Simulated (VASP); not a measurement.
Computed with PW91 GGA, VASP's PBE PAW potentials (set 64) (plane waves; VASP).

VASP input:

**KPOINTS**
```
Automatic
0
gamma
  10 10 10
0 0 0
```

**INCAR**
```
SYSTEM=As
PREC=Accurate; ENCUT=520; LREAL=.False.
LASPH=.True.
EDIFF=1E-6; NELM=100; ALGO=Normal
LMAXMIX=4
ISMEAR=1; SIGMA=0.1
GGA=91
IBRION=2; NSW=60; ISIF=3
EDIFFG=-0.01
LWAVE=.False.; LCHARG=.False.
```

**POSCAR**
```
As
1.0
  3.7316017413  -1.9121342124  -0.0036017905
  3.7316017413   1.9121342124  -0.0036017905
  2.7548469675   0.0000000000   3.1610027050
As
2
Direct
  0.2270099504   0.2270099504   0.2270099504
  0.7729900496   0.7729900496   0.7729900496
```

POTCAR, in this order: As (PBE.64 set). Program: vasp_std.

Output

File OSZICAR:
```
       N       E                     dE             d eps       ncg     rms          rms(c)
DAV:   1     0.306089873820E+02    0.30609E+02   -0.42776E+03  2088   0.919E+02
DAV:   2    -0.813119979801E+01   -0.38740E+02   -0.37648E+02  3210   0.121E+02
DAV:   3    -0.939311475796E+01   -0.12619E+01   -0.12599E+01  2478   0.268E+01
DAV:   4    -0.939931591299E+01   -0.62012E-02   -0.61998E-02  2580   0.203E+00
DAV:   5    -0.939933243602E+01   -0.16523E-04   -0.16523E-04  2314   0.100E-01    0.312E+00
DAV:   6    -0.938884418476E+01    0.10488E-01   -0.60896E-03  2364   0.594E-01    0.187E+00
DAV:   7    -0.938381040581E+01    0.50338E-02   -0.12778E-02  2223   0.889E-01    0.909E-02
DAV:   8    -0.938389602379E+01   -0.85618E-04   -0.46379E-04  2140   0.163E-01    0.341E-02
DAV:   9    -0.938393261588E+01   -0.36592E-04   -0.63121E-05  2395   0.627E-02    0.117E-02
DAV:  10    -0.938393192718E+01    0.68869E-06   -0.52182E-06  2299   0.151E-02
   1 F= -.93839319E+01 E0= -.93838498E+01  d E =-.938393E+01
       N       E                     dE             d eps       ncg     rms          rms(c)
DAV:   1    -0.938397381033E+01   -0.41194E-04   -0.92463E-04  2124   0.180E-01    0.180E-02
DAV:   2    -0.938396051961E+01    0.13291E-04   -0.30546E-05  2285   0.373E-02    0.101E-02
DAV:   3    -0.938395534947E+01    0.51701E-05   -0.19616E-05  2485   0.256E-02    0.223E-03
DAV:   4    -0.938395533846E+01    0.11013E-07   -0.94469E-07  1185   0.744E-03
   2 F= -.93839553E+01 E0= -.93838719E+01  d E =-.234113E-04
```

### OUTCAR
```
------------------------ aborting loop because EDIFF is reached ----------------------------------------
  FORCE on cell =-STRESS in cart. coord.  units (eV):
  Direction    XX          YY          ZZ          XY          YZ          ZX
  --------------------------------------------------------------------------------------
  Total        0.0124784     -0.0142680     -0.0117201      0.0000000      0.0000000      0.0082553
  in kB        0.4425522     -0.5060216     -0.4156560      0.0000000      0.0000000      0.2927772
  external PRESSURE =      -0.1597084 kB  Pullay stress =       0.0000000 kB
  volume of cell :       45.18
      direct lattice vectors                 reciprocal lattice vectors
     3.734588487 -1.911884043 -0.002528773     0.133804526 -0.261522137 -0.116719551
     3.734588487  1.911884043 -0.002528773     0.133804526  0.261522137 -0.116719551
     2.757961504  0.000000000  3.161661688     0.000214040  0.000000000  0.316102665
 POSITION                                       TOTAL-FORCE (eV/Angst)
 -----------------------------------------------------------------------------------
      2.32182      0.00000      0.71663        -0.006154      0.000000     -0.001899
      7.90532      0.00000      2.43998         0.006154      0.000000      0.001899
 -----------------------------------------------------------------------------------
    total drift:                                0.000000     -0.000000     -0.000000
  FREE ENERGIE OF THE ION-ELECTRON SYSTEM (eV)
  ---------------------------------------------------
  free  energy   TOTEN  =        -9.3839553385 eV

  energy  without entropy=       -9.3837048950  energy(sigma->0) =       -9.38387186

 reached required accuracy - stopping structural energy minimisation
```
(Selected blocks of OUTCAR.)

**CONTCAR**
```
As
   1.00000000000000
     3.7345884867994656   -1.9118840425825010   -0.0025287731606894
     3.7345884867994656    1.9118840425825010   -0.0025287731606894
     2.7579615043181058    0.0000000000000000    3.1616616883075683
  As
     2
Direct
     0.2270249098024459    0.2270249098024459    0.2270249098024459
     0.7729750901975541    0.7729750901975541    0.7729750901975541
```

The compound is As in the a7 structure. This run relaxes it. Symmetry was kept, so distortions that lower it aren't found. The start is the result of an earlier pass.
